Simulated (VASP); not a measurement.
# Cl2GaH in VASP: further runs, part 2 of 2

VASP 6.6.1. Earlier steps stand in the parts before.

## 4. Single point, r2SCAN0

Contents of POSCAR:

```
GaHCl2
1.0
   12.0000000000      0.0000000000      0.0000000000
    0.0000000000     13.0000000000      0.0000000000
    0.0000000000      0.0000000000     11.0000000000
Cl Ga H
2 1 1
Direct
    0.3772458300      0.4980230800      0.4408545500
    0.6249208300      0.3841230800      0.5653272700
    0.5476958300      0.5167230800      0.4894000000
    0.6107791700      0.6191076900      0.4708636400
```

Contents of INCAR.step1:

```
SYSTEM = GaHCl2
ALGO = Normal ; EDIFF = 1E-5
ENCUT = 520 ; GGA = PE
ISIF = 2 ; ISMEAR = 0
LASPH = .True. ; LCHARG = .False.
LREAL = .False. ; LWAVE = .True.
NELM = 80 ; PREC = Accurate
SIGMA = 0.01
```

Contents of INCAR.step2:

```
SYSTEM = GaHCl2
AEXX = 0.25 ; ALGO = Normal
EDIFF = 1E-6 ; ENCUT = 520
ISIF = 2 ; ISMEAR = 0
ISTART = 1 ; LASPH = .True.
LCHARG = .False. ; LHFCALC = .True.
LMIXTAU = .True. ; LREAL = .False.
LWAVE = .False. ; METAGGA = R2SCAN
NELM = 80 ; PREC = Accurate
PRECFOCK = Fast ; SIGMA = 0.01
```

Contents of KPOINTS:

```
k-points
0
Gamma
  1 1 1
  0 0 0
```

Potentials or basis: VASP PAW PBE potentials, release 64 (Cl, Ga_d, H).

Run with:

```bash
> cat potpaw_PBE.64/Cl/POTCAR potpaw_PBE.64/Ga_d/POTCAR potpaw_PBE.64/H/POTCAR > POTCAR
> cp INCAR.step1 INCAR
> mpirun -np 1 vasp_gam > vasp.out
> cp INCAR.step2 INCAR
> mpirun -np 1 vasp_gam > vasp.out
```

OUTCAR:

```text
SYSTEM = GaHCl2
   AEXX = 0.25
   EDIFF = 1E-6
   ENCUT = 520
   ISIF = 2
   ISMEAR = 0
   ISTART = 1
   LASPH = .True.
   LHFCALC = .True.
   LREAL = .False.
   METAGGA = R2SCAN
   NELM = 80
   PREC = Accurate
   PRECFOCK = Fast

 ion  position               nearest neighbor table
   1  0.377  0.498  0.441-   3 2.13
   2  0.625  0.384  0.565-   3 2.13
   3  0.548  0.517  0.489-   4 1.54   2 2.13   1 2.13
   4  0.611  0.619  0.471-   3 1.54

  LATTYP: Found a simple orthorhombic cell.
 ALAT       =    11.0000000000
 B/A-ratio  =     1.0909090909
 C/A-ratio  =     1.1818181818

  Lattice vectors:

 A1 = (   0.0000000000,   0.0000000000,  11.0000000000)
 A2 = (  12.0000000000,   0.0000000000,   0.0000000000)
 A3 = (   0.0000000000,  13.0000000000,   0.0000000000)

Analysis of symmetry for initial positions (statically):
=====================================================================
 Subroutine PRICEL returns:
 Original cell was already a primitive cell.

 Routine SETGRP: Setting up the symmetry group for a
 simple orthorhombic supercell.

 Subroutine GETGRP returns: Found  1 space group operations
 (whereof  1 operations were pure point group operations)
 out of a pool of  8 trial point group operations.

The static configuration has the point symmetry C_1 .

Analysis of symmetry for dynamics (positions and initial velocities):
=====================================================================
 Subroutine PRICEL returns:
 Original cell was already a primitive cell.

 Routine SETGRP: Setting up the symmetry group for a
 simple orthorhombic supercell.

 Subroutine GETGRP returns: Found  1 space group operations
 (whereof  1 operations were pure point group operations)
 out of a pool of  8 trial point group operations.

The dynamic configuration has the point symmetry C_1 .

 Subroutine INISYM returns: Found  1 space group operations
 (whereof  1 operations are pure point group operations),
 and found     1 'primitive' translations

----------------------------------------------------------------------------------------

                                     Primitive cell

  volume of cell :    1716.0000

  direct lattice vectors                    reciprocal lattice vectors
    12.000000000  0.000000000  0.000000000     0.083333333  0.000000000  0.000000000
     0.000000000 13.000000000  0.000000000     0.000000000  0.076923077  0.000000000
     0.000000000  0.000000000 11.000000000     0.000000000  0.000000000  0.090909091

  length of vectors
    12.000000000 13.000000000 11.000000000     0.083333333  0.076923077  0.090909091

  position of ions in fractional coordinates (direct lattice)
     0.377245830  0.498023080  0.440854550
     0.624920830  0.384123080  0.565327270
     0.547695830  0.516723080  0.489400000
     0.610779170  0.619107690  0.470863640

  ion indices of the primitive-cell ions
   primitive index   ion index
                 1           1
                 2           2
                 3           3
                 4           4

----------------------------------------------------------------------------------------

 KPOINTS: k-points

Automatic generation of k-mesh.
 Grid dimensions read from file:
 generate k-points for:    1    1    1

 Generating k-lattice:

  Cartesian coordinates                     Fractional coordinates (reciprocal lattice)
     0.083333333  0.000000000  0.000000000     1.000000000  0.000000000  0.000000000
     0.000000000  0.076923077  0.000000000     0.000000000  1.000000000  0.000000000
     0.000000000  0.000000000  0.090909091     0.000000000  0.000000000  1.000000000

  Length of vectors
     0.083333333  0.076923077  0.090909091

  Shift w.r.t. Gamma in fractional coordinates (k-lattice)
     0.000000000  0.000000000  0.000000000

 Subroutine IBZKPT returns following result:
 ===========================================

 Found      1 irreducible k-points:

 Following reciprocal coordinates:
            Coordinates               Weight
  0.000000  0.000000  0.000000      1.000000
   k-points           NKPTS =      1   k-points in BZ     NKDIM =      1   number of bands    NBANDS=     18
   number of dos      NEDOS =    301   number of ions     NIONS =      4
   total plane-waves  NPLWV = 740880
   dimension x,y,z NGX =    90 NGY =   98 NGZ =   84
   dimension x,y,z NGXF=   180 NGYF=  196 NGZF=  168
   ions per type =               2   1   1
   NGX,Y,Z   is equivalent  to a cutoff of  12.47, 12.53, 12.70 a.u.
   NGXF,Y,Z  is equivalent  to a cutoff of  24.94, 25.06, 25.39 a.u.
 SYSTEM =  GaHCl2
   PREC   = accura    normal or accurate (medium, high low for compatibility)
   ISTART =      1    job   : 0-new  1-cont  2-samecut
   ICHARG =      0    charge: 1-file 2-atom 10-const
   ISPIN  =      1    spin polarized calculation?
   LNONCOLLINEAR =      F non collinear calculations
   LSORBIT =      F    spin-orbit coupling
   LASPH  =      T    aspherical Exc in radial PAW
   ENCUT  =  520.0 eV  38.22 Ry    6.18 a.u.  22.31 24.17 20.45*2*pi/ulx,y,z
   NELM   =     80;   NELMIN=  2; NELMDL=  0     # of ELM steps
   EDIFF  = 0.1E-05   stopping-criterion for ELM
   LREAL  =      F    real-space projection
   EDIFFG = 0.1E-04   stopping-criterion for IOM
   NSW    =      0    number of steps for IOM
   IBRION =     -1    ionic relax: 0-MD 1-quasi-New 2-CG
   NFREE  =      0    steps in history (QN), initial steepest desc. (CG)
   ISIF   =      2    stress and relaxation
   ISYM   =      3    0-nonsym 1-usesym 2-fastsym
   POTIM  = 0.5000    time-step for ionic-motion
   TEBEG  =    0.0;   TEEND  =   0.0 temperature during run
   PSTRESS=    0.0 pullay stress
   NELECT =      28.0000    total number of electrons
   NUPDOWN=      -1.0000    fix difference up-down
   EMIN   =  10.00;   EMAX   =-10.00  energy-range for DOS
   EFERMI =   0.00;   METHOD = LEGACY
   ISMEAR =     0;   SIGMA  =   0.01  broadening in eV -4-tet -1-fermi 0-gaus
   EFERMI_NEDOS =   21; number of points for ismear=-14 and -15
   IALGO  =     38    algorithm
   IMIX   =      1    mixing-type and parameters
     AMIX     =   0.40;   BMIX     =  1.00
     AMIX_MAG =   1.60;   BMIX_MAG =  1.00
  volume/ion in A,a.u.               =     429.00      2895.03
  Fermi-wavevector in a.u.,A,eV,Ry     =   0.415230  0.784670  2.345858  0.172416
  Thomas-Fermi vector in A             =   1.374036
   LORBIT       =      0    0 simple, 1 ext, 2 COOP (PROOUT), +10 PAW based schemes
   METAGGA = R2SCAN    functional components
   LHFCALC =     T    Hartree Fock is set to
   PRECFOCK=fast      Normal, Fast or Accurate (Low or Medium for compatibility)
   ENCUT4O =  -1.0   cutoff for four orbital integrals eV
   NKREDX  =     1    reduce k-point grid by
   NKREDY  =     1    reduce k-point grid by
   NKREDZ  =     1    reduce k-point grid by
   AEXX    =    0.2500 exact exchange contribution
   HFSCREEN=    0.0000 screening length (either q_TF or 0.3 A-1)
   HFSCREENC=   0.0000 screening length for correlation (either q_TF or 0.3 A-1)
   ENCUTFOCK=  -1.0 apply spherical cutoff to Coloumb kernel
   IVDW    =     0    specifies the selected vdW correction
   LEPSILON=     F    determine dielectric tensor
   LRPA    =     F    only Hartree local field effects (RPA)
 non-spin polarized calculation
 Gauss-broadening in eV      SIGMA  =   0.01
  energy-cutoff  :      520.00
  volume of cell :     1716.00
 maximum number of plane-waves:     23131
 NGX is ok and might be reduce to    90
  NGX = 48; NGY = 50; NGZ = 42

 number of electron      27.9999998 magnetization

 Free energy of the ion-electron system (eV)
  ---------------------------------------------------
  ext. energy  EPLUGINS =         0.00000000
  ---------------------------------------------------
  free energy    TOTEN  =       -29.52133773 eV

  energy without entropy =      -29.52133773  energy(sigma->0) =      -29.52133773

 E-fermi :  -9.0173     XC(G=0):  -0.5034

 val. band max:       -9.0725280067   @ k =   0.0000   0.0000   0.0000
 cond. band min:      -1.2699780718   @ k =   0.0000   0.0000   0.0000
 fundamental gap:      7.8025499349
 Fermi energy:        -9.0173387257

 k-point     1 :       0.0000    0.0000    0.0000
  band No.  band energies     occupation
      1     -24.6666      2.00000
      2     -24.6025      2.00000
      3     -24.2106      2.00000
      4     -24.1424      2.00000
      5     -24.1405      2.00000
      6     -23.0566      2.00000
      7     -22.5577      2.00000
      8     -13.5764      2.00000
      9     -10.6705      2.00000
     10     -10.6282      2.00000
     11      -9.7845      2.00000
     12      -9.2951      2.00000
     13      -9.0785      2.00000
     14      -9.0725      2.00000
     15      -1.2700      0.00000
     16      -0.6678      0.00000
     17       0.2825      0.00000
     18       0.9494      0.00000

------------------------ aborting loop because EDIFF is reached ----------------------------------------

  FORCE on cell =-STRESS in cart. coord.  units (eV):
  Direction    XX          YY          ZZ          XY          YZ          ZX
  --------------------------------------------------------------------------------------
  -------------------------------------------------------------------------------------
  Total       -1.0576365     -1.0141963     -0.2701799     -0.0577359      0.2650346     -0.2569221
  in kB       -0.9874832     -0.9469244     -0.2522588     -0.0539063      0.2474548     -0.2398804
  external PRESSURE =      -0.7288888 kB  Pullay stress =       0.0000000 kB

 VOLUME and BASIS-vectors are now :
 -----------------------------------------------------------------------------
  energy-cutoff  :      520.00
  volume of cell :     1716.00
      direct lattice vectors                 reciprocal lattice vectors
    12.000000000  0.000000000  0.000000000     0.083333333  0.000000000  0.000000000
     0.000000000 13.000000000  0.000000000     0.000000000  0.076923077  0.000000000
     0.000000000  0.000000000 11.000000000     0.000000000  0.000000000  0.090909091

 POSITION                                       TOTAL-FORCE (eV/Angst)
 -----------------------------------------------------------------------------------
      4.52695      6.47430      4.84940         0.317135      0.026288      0.083111
      7.49905      4.99360      6.21860        -0.155595      0.261542     -0.131498
      6.57235      6.71740      5.38340         0.027274      0.037782     -0.006390
      7.32935      8.04840      5.17950        -0.188813     -0.325612      0.054777
 -----------------------------------------------------------------------------------
    total drift:                               -0.000547      0.008070      0.009720

  FREE ENERGIE OF THE ION-ELECTRON SYSTEM (eV)
  ---------------------------------------------------
  free  energy   TOTEN  =       -29.5213377299 eV

  energy  without entropy=      -29.5213377299  energy(sigma->0) =      -29.52133773
```

Wall time 8.6 min (1 thread of Intel Xeon Platinum 8488C (Sapphire Rapids), shared host); peak memory 1.5 GiB.

What came out:

- Free energy: -29.5213 eV
- Largest force: 0.380 eV/Å
- Gap between the frontier levels: 7.80 eV

Forces on the atoms (eV/Å):
```
Cl   0.317  0.026  0.083
Cl  -0.156  0.262 -0.131
Ga   0.027  0.038 -0.006
H   -0.189 -0.326  0.055
```

Caveat: the PAW data sets were made with another functional, which shifts forces and pressure a little.

## 5. Single point, r2SCAN0+D3(BJ)

Contents of POSCAR:

```
GaHCl2
1.0
   12.0000000000      0.0000000000      0.0000000000
    0.0000000000     13.0000000000      0.0000000000
    0.0000000000      0.0000000000     11.0000000000
Cl Ga H
2 1 1
Cartesian
    4.5269499600      6.4743000400      4.8494000500
    7.4990499600      4.9936000400      6.2185999700
    6.5723499600      6.7174000400      5.3834000000
    7.3293500400      8.0483999700      5.1795000400
```

Contents of INCAR.step1:

```
PREC     = Accurate       # precision mode
ENCUT    = 520            # plane-wave cutoff, eV
EDIFF    = 1E-5           # SCF threshold, eV
ISMEAR   = 0              # smearing method
SIGMA    = 0.01           # smearing width, eV
LREAL    = False          # projectors in reciprocal space
LASPH    = True           # aspherical terms in the spheres
NELM     = 80             # most SCF steps
ALGO     = Normal         # electronic algorithm
ISIF     = 2              # what is computed and relaxed
LWAVE    = True           # write WAVECAR
GGA      = PE             # functional
```

Contents of INCAR.step2:

```
PREC     = Accurate       # precision mode
ENCUT    = 520            # plane-wave cutoff, eV
EDIFF    = 1E-7           # SCF threshold, eV
ISMEAR   = 0              # smearing method
SIGMA    = 0.01           # smearing width, eV
LREAL    = False          # projectors in reciprocal space
LASPH    = True           # aspherical terms in the spheres
NELM     = 80             # most SCF steps
ALGO     = Normal         # electronic algorithm
ISIF     = 2              # what is computed and relaxed
LWAVE    = False          # write WAVECAR
LCHARG   = True           # write CHGCAR
METAGGA  = R2SCAN         # meta-GGA
LHFCALC  = True           # exact exchange
AEXX     = 0.25           # exact-exchange fraction
LMIXTAU  = True         
PRECFOCK = Fast         
IVDW     = 12             # dispersion correction
VDW_S6   = 1.0          
VDW_S8   = 1.1846       
VDW_A1   = 0.4534       
VDW_A2   = 5.8972       
LELF     = True           # ELF
LVHAR    = True         
LVACPOTAV= True         
ISTART   = 1
```

Contents of KPOINTS:

```
regular mesh
0
Gamma
  1 1 1
```

Run with:

```bash
> cat potpaw_PBE.64/Cl/POTCAR potpaw_PBE.64/Ga_d/POTCAR potpaw_PBE.64/H/POTCAR > POTCAR
> cp INCAR.step1 INCAR
> mpirun -np 1 vasp_gam > vasp.out
> cp INCAR.step2 INCAR
> mpirun -np 1 vasp_gam > vasp.out
```

It took 13 min on 1 thread of Intel Xeon Platinum 8488C (Sapphire Rapids), shared host; peak memory 1.5 GiB.

Results (log left out):

```
Free energy                     : -29.5518 eV
Largest force                   : 0.381 eV/Å
Gap between the frontier levels : 7.80 eV
Dispersion energy per atom      : -0.008 eV
```

Forces on the atoms (eV/Å):
```
Cl   0.319  0.026  0.084
Cl  -0.157  0.263 -0.132
Ga   0.027  0.037 -0.006
H   -0.189 -0.326  0.055
```

Levels at points of the mesh, in eV from the valence-band top:
```csv
k point,band 11,band 12,band 13,band 14,band 15,band 16,band 17,band 18
"(0.00, 0.00, 0.00)",-0.71,-0.22,-0.01,0.00,7.80,8.40,9.37,10.03
```

Caveat: the PAW data sets were made with another functional, which shifts forces and pressure a little.

## 6. Single point, SCAN

Contents of INCAR:

```
SYSTEM = GaHCl2
PREC = Accurate ; ENCUT = 520
EDIFF = 1E-6 ; ISMEAR = 0
SIGMA = 0.01 ; LREAL = .FALSE.
LASPH = .TRUE. ; NELM = 100
ALGO = Normal ; ISIF = 2
LWAVE = .FALSE. ; LCHARG = .FALSE.
METAGGA = SCAN ; LMIXTAU = .TRUE.
```

Contents of KPOINTS:

```
Automatic mesh
0
G
  1 1 1
  0 0 0
```

POSCAR is that of step 5.

Potentials or basis: VASP PAW PBE potentials, release 64 (Cl, Ga_d, H).

Run with:

```bash
> cat potpaw_PBE.64/Cl/POTCAR potpaw_PBE.64/Ga_d/POTCAR potpaw_PBE.64/H/POTCAR > POTCAR
> mpirun -np 1 vasp_gam > vasp.out
```

OUTCAR:

```text
SYSTEM = GaHCl2
   PREC = Accurate
   ENCUT = 520
   EDIFF = 1E-6
   ISMEAR = 0
   LREAL = .FALSE.
   LASPH = .TRUE.
   NELM = 100
   ISIF = 2
   METAGGA = SCAN

 ion  position               nearest neighbor table
   1  0.377  0.498  0.441-   3 2.13
   2  0.625  0.384  0.565-   3 2.13
   3  0.548  0.517  0.489-   4 1.54   2 2.13   1 2.13
   4  0.611  0.619  0.471-   3 1.54

  LATTYP: Found a simple orthorhombic cell.
 ALAT       =    11.0000000000
 B/A-ratio  =     1.0909090909
 C/A-ratio  =     1.1818181818

  Lattice vectors:

 A1 = (   0.0000000000,   0.0000000000,  11.0000000000)
 A2 = (  12.0000000000,   0.0000000000,   0.0000000000)
 A3 = (   0.0000000000,  13.0000000000,   0.0000000000)

Analysis of symmetry for initial positions (statically):
=====================================================================
 Subroutine PRICEL returns:
 Original cell was already a primitive cell.

 Routine SETGRP: Setting up the symmetry group for a
 simple orthorhombic supercell.

[... 144 lines left out ...]
  free energy    TOTEN  =       -38.16114402 eV

  energy without entropy =      -38.16114402  energy(sigma->0) =      -38.16114402

 E-fermi :  -7.7285     XC(G=0):  -0.6380

 val. band max:       -7.7770060146   @ k =   0.0000   0.0000   0.0000
 cond. band min:      -2.0185523292   @ k =   0.0000   0.0000   0.0000
 fundamental gap:      5.7584536854
 Fermi energy:        -7.7284915077

 k-point     1 :       0.0000    0.0000    0.0000
  band No.  band energies     occupation
      1     -21.8271      2.00000
      2     -21.7359      2.00000
      3     -20.9043      2.00000
      4     -20.8866      2.00000
      5     -20.8473      2.00000
      6     -20.4034      2.00000
[... 10 lines left out ...]
     17       0.1948      0.00000
     18       0.5783      0.00000

------------------------ aborting loop because EDIFF is reached ----------------------------------------

  FORCE on cell =-STRESS in cart. coord.  units (eV):
  Direction    XX          YY          ZZ          XY          YZ          ZX
  --------------------------------------------------------------------------------------
  -------------------------------------------------------------------------------------
  Total       -0.6770765     -0.7227571     -0.1510414     -0.1059031      0.1822408     -0.1541819
  in kB       -0.6321659     -0.6748164     -0.1410228     -0.0988785      0.1701527     -0.1439550
  external PRESSURE =      -0.4826684 kB  Pullay stress =       0.0000000 kB

 VOLUME and BASIS-vectors are now :
 -----------------------------------------------------------------------------
  energy-cutoff  :      520.00
  volume of cell :     1716.00
      direct lattice vectors                 reciprocal lattice vectors
    12.000000000  0.000000000  0.000000000     0.083333333  0.000000000  0.000000000
     0.000000000 13.000000000  0.000000000     0.000000000  0.076923077  0.000000000
     0.000000000  0.000000000 11.000000000     0.000000000  0.000000000  0.090909091

 POSITION                                       TOTAL-FORCE (eV/Angst)
 -----------------------------------------------------------------------------------
      4.52695      6.47430      4.84940         0.200590     -0.002177      0.047857
      7.49905      4.99360      6.21860        -0.102344      0.154614     -0.062864
      6.57235      6.71740      5.38340         0.078220      0.165144     -0.038709
      7.32935      8.04840      5.17950        -0.176465     -0.317581      0.053717
 -----------------------------------------------------------------------------------
    total drift:                               -0.011840      0.009258     -0.020640

  FREE ENERGIE OF THE ION-ELECTRON SYSTEM (eV)
  ---------------------------------------------------
  free  energy   TOTEN  =       -38.1611440168 eV

  energy  without entropy=      -38.1611440168  energy(sigma->0) =      -38.16114402
```

Run time: 6.7 min. Hardware: 1 thread of Intel Xeon Platinum 8488C (Sapphire Rapids), shared host; peak memory 1.6 GiB.

Results:

```yaml
Free_energy: -38.1611 eV
Largest_force: 0.367 eV/Å
Gap_between_the_frontier_levels: 5.76 eV
```

Forces on the atoms (eV/Å):
```
Cl   0.201 -0.002  0.048
Cl  -0.102  0.155 -0.063
Ga   0.078  0.165 -0.039
H   -0.176 -0.318  0.054
```

Caveat: the PAW data sets were made with another functional, which shifts forces and pressure a little.

## 7. For comparison

An earlier run on the cell as given: functional PBE; potentials or basis VASP PAW PBE potentials, release 64 (Cl, Ga_d, H); cutoff 520 eV; k mesh 1 × 1 × 1; occupations gaussian, width 0.01 eV; no spin polarisation.

* Largest force: 0.241 eV/Å
* Gap between the frontier levels: 5.21 eV

## 8. The runs side by side

| task | level | grid for exact exchange (PRECFOCK) | exchange at q = 0 | gap on the mesh (eV) | largest force (eV/Å) |
| --- | --- | --- | --- | --- | --- |
| electron localisation function | PBE | - | - | 5.21 | 0.24 |
| single point | BLYP | - | - | 5.10 | 0.53 |
| single point | r2SCAN0 | Fast | default | 7.80 | 0.38 |
| single point | r2SCAN0+D3(BJ) | Fast | default | 7.80 | 0.38 |
| single point | SCAN | - | - | 5.76 | 0.37 |
| single point | PBE | - | - | 5.21 | 0.24 |

Alike in all rows: potentials or basis VASP PAW PBE potentials, release 64 (Cl, Ga_d, H); no spin polarisation; cell as given; k mesh 1 × 1 × 1; cutoff (eV) 520; smearing gaussian 0.01 eV.

On the cell as given the gap runs from 5.10 eV (BLYP) to 7.80 eV (r2SCAN0+D3(BJ)).

Caveats: the PAW data sets were made with another functional, which shifts forces and pressure a little (some runs).

Absolute energies hang on the potentials; compare differences alone.
